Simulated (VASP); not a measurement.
A VASP calculation is set up with these files.

### KPOINTS
```
Automatic mesh
0
Gamma
9 9 8
0 0 0
```

INCAR:
```
LASPH = .True.   ! aspherical one-centre terms
LCHARG = .False.
EDIFF = 1E-6   ! SCF stop (eV)
NELM = 100
LMAXMIX = 4
SYSTEM = CdPd
ALGO = Normal
LWAVE = .False.
SIGMA = 0.1   ! width (eV)
ISMEAR = -1   ! Fermi-Dirac
ENCUT = 300
PREC = Accurate
LREAL = .False.   ! projection in real space or not
ISIF = 2   ! forces and stress, cell fixed
```

### POSCAR
```
CdPd
1
    2.9765150000     0.0000000000     0.0000000000
    0.0000000000     2.9765150000     0.0000000000
    0.0000000000     0.0000000000     3.6196200000
Cd Pd
1 1
Direct
 -0.0108960000   0.0084010000  -0.0004200000
  0.5108960000   0.4915990000   0.5004200000
```

POTCAR, in this order: Cd Pd (LDA.64 set). Program: vasp_std.

Problem. Translate this LDA calculation to Ansatz.

Solution. One equivalent input (not run):
Ansatz 0.2 input:
```yaml
crystal:
  lattice:
    - [2.9765150, 0.0000000, 0.0000000]
    - [0.0000000, 2.9765150, 0.0000000]
    - [0.0000000, 0.0000000, 3.6196200]
  atoms:
    - { symbol: Cd, position: [-0.0108960, 0.0084010, -0.0004200] }
    - { symbol: Pd, position: [0.5108960, 0.4915990, 0.5004200] }
kpoints:
  mp_grid: { grid: [9, 9, 8] }
hamiltonian:
  xc: lda
  pseudopotentials: { kind: paw }
scf:
  occupations: { method: fermi_dirac, width: 0.1 }
  max_iter: 100
output: { forces: true, stress: true, eigenvalues: true }
```
What does not carry over: each code has its own PAW files, so the cut-off isn't converted (ENCUT is set for VASP's; basis.ecutwfc is left out, and Ansatz then takes the one that its files recommend); Ansatz stops its SCF on the density residual and VASP on the energy change (EDIFF); Ansatz's lda is the Perdew-Wang form, while the LDA potentials of VASP carry Perdew-Zunger's.

The structure comes from a computed database's CdPd entry; how it stands against other phases isn't given here. The cell was not relaxed at this level, atoms are displaced from their ideal sites, and its volume differs by -5.9 % from the start's.
